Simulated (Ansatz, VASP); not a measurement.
**One calculation of LaScF2, two programs**

Contents of INCAR:

```
  PREC = Accurate
  ENCUT = 520
  EDIFF = 1E-6
  ISMEAR = 0
  SIGMA = 0.1
  LREAL = F
  LASPH = T
  NELM = 60
  ALGO = Normal
  ISIF = 2
  LWAVE = F
  LCHARG = F
  GGA = PE
  NBANDS = 26
```

File KPOINTS:

```
regular mesh
0
Gamma
  4 4 4
```

File POSCAR:

```
LaScF2
1.0
    4.0698567800      0.0000000000      0.0000000000
    0.0000000000      4.0698567800      0.0000000000
    0.0000000000      0.0000000000      4.0819299600
La Sc F
1 1 2
Direct
    0.0000000000      0.0000000000      0.0000000000
    0.5000000000      0.5000000000      0.0000000000
    0.5000000000      0.0000000000      0.5000000000
    0.0000000000      0.5000000000      0.5000000000
```

Input for Ansatz:

```yaml
crystal:
  lattice:
    - [4.06985678, 0.0, 0.0]
    - [0.0, 4.06985678, 0.0]
    - [0.0, 0.0, 4.08192996]
  atoms:
    - { symbol: La, position: [0.0, 0.0, 0.0] }
    - { symbol: Sc, position: [0.5, 0.5, 0.0] }
    - { symbol: F, position: [0.5, 0.0, 0.5] }
    - { symbol: F, position: [0.0, 0.5, 0.5] }
basis:
  ecutwfc: 420
kpoints:
  mp_grid: { grid: [4, 4, 4] }
hamiltonian:
  xc: pbe
scf:
  occupations: { method: gaussian, width: 0.1 }
  lower_state_search: "off"
output:
  forces: true
  stress: true
  eigenvalues: true
```

Change from the starting cell: species swapped into the CePd2Pt type (P4/mmm, No. 123).

Alike in both runs: task single point; functional PBE; k mesh 4 × 4 × 4; occupations gaussian, width 0.1 eV; no spin polarisation.

|  | VASP | Ansatz |
| --- | --- | --- |
| version | VASP 6.6.1 | Ansatz 0.2.0 |
| potentials or method | VASP PAW PBE potentials, release 64 (La, Sc_sv, F) | scalar-relativistic, plane waves, PAW |
| plane-wave cutoff (eV) | 520 | 420 |
| valence electrons in the cell | 36 | 36 |

```csv
,VASP,Ansatz,Ansatz less VASP
gap on the k mesh at the Fermi level (eV),none,none,-
pressure (GPa),3.0,3.1,+0.09
largest component of the traceless stress (GPa),8.60,8.51,-0.095
```

A gap of «none» marks a metal or a gap that the smearing closes. The functional is the same, so the differences come from potentials, cutoffs and numerics.

Caveats: the k mesh is coarse (spacing up to 0.39 Å⁻¹), so the values aren't converged. Spin-orbit coupling is left out, which matters for the levels of La.
